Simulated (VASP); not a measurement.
All values below come from PBE GGA with D3 dispersion (zero damping), VASP's PBE PAW potentials (set 64) (plane waves; VASP).

The input files of a VASP run:

### INCAR
```
SYSTEM = CuZn
PREC = Accurate
ENCUT = 520
EDIFF = 1E-6
NELM = 100
ALGO = Normal
LREAL = .FALSE.
LASPH = .TRUE.
ISMEAR = 1
SIGMA = 0.1
GGA = PE
IVDW = 11
LMAXMIX = 4
LWAVE = .FALSE.
LCHARG = .FALSE.
IBRION = 2
ISIF = 3
NSW = 60
EDIFFG = -0.01
```

### KPOINTS
```
Automatic mesh
0
Gamma
11 11 11
0 0 0
```

File POSCAR:
```
CuZn
1.0
  2.9101879286   0.0000000000   0.0000000000
  0.0000000000   2.9101879286   0.0000000000
  0.0000000000   0.0000000000   2.9101879286
Zn Cu
1 1
direct
  0.5000000000   0.5000000000   0.5000000000
  0.0000000000   0.0000000000   0.0000000000
```

POTCAR, in this order: Zn Cu (PBE.64 set). Program: vasp_std.

Output of the run:

File OSZICAR:
```
       N       E                     dE             d eps       ncg     rms          rms(c)
DAV:   1     0.109431805811E+03    0.10943E+03   -0.11647E+04  1760   0.255E+03
DAV:   2    -0.302582136786E+01   -0.11246E+03   -0.10960E+03  1680   0.326E+02
DAV:   3    -0.607484789795E+01   -0.30490E+01   -0.30390E+01  2009   0.731E+01
DAV:   4    -0.609716511379E+01   -0.22317E-01   -0.22305E-01  1932   0.554E+00
DAV:   5    -0.609747132010E+01   -0.30621E-03   -0.30620E-03  2203   0.674E-01    0.978E+00
DAV:   6    -0.586196976699E+01    0.23550E+00   -0.16686E+01  1840   0.110E+02    0.583E+00
DAV:   7    -0.499233532386E+01    0.86963E+00   -0.37170E+00  1834   0.105E+02    0.240E+00
DAV:   8    -0.499349263829E+01   -0.11573E-02   -0.17171E-01  2156   0.566E+00    0.131E+00
DAV:   9    -0.498380058469E+01    0.96921E-02   -0.18338E-02  2073   0.363E+00    0.609E-02
DAV:  10    -0.498381315132E+01   -0.12567E-04   -0.52079E-04  2022   0.257E-01    0.311E-02
DAV:  11    -0.498381635030E+01   -0.31990E-05   -0.64156E-06  2435   0.593E-02    0.981E-03
DAV:  12    -0.498381513514E+01    0.12152E-05   -0.48280E-07  1190   0.173E-02    0.801E-04
DAV:  13    -0.498381509175E+01    0.43394E-07   -0.19653E-07  1106   0.803E-03
   1 F= -.58711486E+01 E0= -.58711997E+01  d E =-.587115E+01
```

File OUTCAR:
```
------------------------ aborting loop because EDIFF is reached ----------------------------------------
 Edisp (eV)   -0.88733
  FORCE on cell =-STRESS in cart. coord.  units (eV):
  Direction    XX          YY          ZZ          XY          YZ          ZX
  --------------------------------------------------------------------------------------
  Total       0.00366     0.00366     0.00366     0.00000     0.00000     0.00000
  in kB       0.23789     0.23789     0.23789     0.00000     0.00000     0.00000
  external pressure =        0.24 kB  Pullay stress =        0.00 kB
  volume of cell :       24.65
      direct lattice vectors                 reciprocal lattice vectors
     2.910187929  0.000000000  0.000000000     0.343620421  0.000000000  0.000000000
     0.000000000  2.910187929  0.000000000     0.000000000  0.343620421  0.000000000
     0.000000000  0.000000000  2.910187929     0.000000000  0.000000000  0.343620421
 POSITION                                       TOTAL-FORCE (eV/Angst)
 -----------------------------------------------------------------------------------
      1.45509      1.45509      1.45509         0.000000      0.000000      0.000000
      0.00000      0.00000      0.00000         0.000000      0.000000      0.000000
 -----------------------------------------------------------------------------------
    total drift:                                0.000000      0.000000     -0.000000
  FREE ENERGIE OF THE ION-ELECTRON SYSTEM (eV)
  ---------------------------------------------------
  free  energy   TOTEN  =        -5.8711485744 eV

  energy  without entropy=       -5.8713018150  energy(sigma->0) =       -5.87119965

 reached required accuracy - stopping structural energy minimisation
```
(Selected blocks of OUTCAR.)

**OUTCAR**
```
 val. band max:        5.6890419007   @ k =   0.3636   0.2727   0.0909

 cond. band min:       5.8400916970   @ k =   0.4545   0.3636   0.3636


 Fermi energy:         5.8165451393

 k-point     1 :       0.0000    0.0000    0.0000
  band No.  band energies     occupation
      1      -4.7301      2.00000
      2      -2.0903      2.00000
      3      -2.0903      2.00000
      4      -1.3351      2.00000
      5      -1.3351      2.00000
      6      -1.3351      2.00000
      7       2.2033      2.00000
      8       2.2033      2.00000
      9       3.0882      2.00000
     10       3.0882      2.00000
     11       3.0882      2.00000
     12      12.2502      0.00000
     13      12.2502      0.00000
     14      12.2502      0.00000
     15      17.3741      0.00000

 k-point     2 :       0.0909    0.0000    0.0000
  band No.  band energies     occupation
      1      -4.5767      2.00000
      2      -2.0711      2.00000
      3      -2.0560      2.00000
      4      -1.3489      2.00000
      5      -1.3489      2.00000
      6      -1.3278      2.00000
      7       2.1929      2.00000
      8       2.2175      2.00000
      9       3.0350      2.00000
     10       3.0350      2.00000
     11       3.0817      2.00000
     12      10.9110      0.00000
     13      12.4858      0.00000
     14      12.4858      0.00000
     15      17.4538      0.00000

 k-point     3 :       0.1818    0.0000    0.0000
  band No.  band energies     occupation
      1      -4.1255      2.00000
      2      -2.0189      2.00000
      3      -1.9577      2.00000
      4      -1.3858      2.00000
      5      -1.3858      2.00000
      6      -1.3082      2.00000
      7       2.1642      2.00000
      8       2.2408      2.00000
      9       2.8988      2.00000
     10       2.8988      2.00000
     11       3.0640      2.00000
     12       8.5889      0.00000
     13      13.1669      0.00000
     14      13.1669      0.00000
     15      17.6966      0.00000
...
```

The compound is CuZn in the CsCl type structure. It was relaxed first. The start is the result of an earlier pass. The electron count is odd and the run is not spin-polarised, which forces a metal.
